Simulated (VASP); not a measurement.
An input for Ansatz (written as the equivalent of a VASP run, and not itself run):

Ansatz 0.2 input:
```yaml
crystal:
  lattice:
    - [0.0000000, 2.8173650, 2.8173650]
    - [2.8173650, 0.0000000, 2.8173650]
    - [2.8173650, 2.8173650, 0.0000000]
  atoms:
    - { symbol: S, position: [0.2500000, 0.2500000, 0.2500000] }
    - { symbol: Mg, position: [0.0000000, 0.0000000, 0.0000000] }
kpoints:
  mp_grid: { grid: [7, 7, 7] }
hamiltonian:
  xc: r2scan
  pseudopotentials: { kind: paw }
scf:
  occupations: { method: gaussian, width: 0.05 }
  max_iter: 100
relax:
  max_steps: 60
  f_tol: 0.01
  cell: {}
output: { forces: true, stress: true, eigenvalues: true }
```

Question: Translate this input to VASP (INCAR, KPOINTS, POSCAR, choice of POTCAR).

Answer: This is not unique; one that fits is 
### POSCAR
```
MgS
1.0
  0.0000000000   2.8173650000   2.8173650000
  2.8173650000   0.0000000000   2.8173650000
  2.8173650000   2.8173650000   0.0000000000
S Mg
1 1
Cart
  1.4086825000   1.4086825000   1.4086825000
  0.0000000000   0.0000000000   0.0000000000
```

### INCAR
```
IBRION = 2
ALGO = Normal
ISIF = 3   ! ions, shape and volume
METAGGA = R2SCAN
LASPH = .True.
NELM = 100   ! most electronic steps
EDIFFG = -0.01
LREAL = .False.
ENCUT = 400   ! plane-wave cut-off (eV)
LCHARG = .False.
SYSTEM = MgS
PREC = Accurate
NSW = 60   ! most ionic steps
LMIXTAU = .True.
LWAVE = .False.
ISMEAR = 0
SIGMA = 0.05   ! width (eV)
EDIFF = 1E-6   ! SCF stop (eV)
```

File KPOINTS:
```
Automatic mesh
0
Gamma
7 7 7
0 0 0
```

POTCAR, in this order: S Mg (PBE.64 set). Program: vasp_std.

Limits of the translation: each code has its own PAW files, so the cut-off isn't converted (ENCUT is set for VASP's; basis.ecutwfc is left out, and Ansatz then takes the one that its files recommend); Ansatz stops its SCF on the density residual and VASP on the energy change (EDIFF).

The structure was generated: MgS was put into the zincblende type (F-43m), which need not be its known phase. This run relaxes it. Symmetry was kept, so distortions that lower it aren't found.
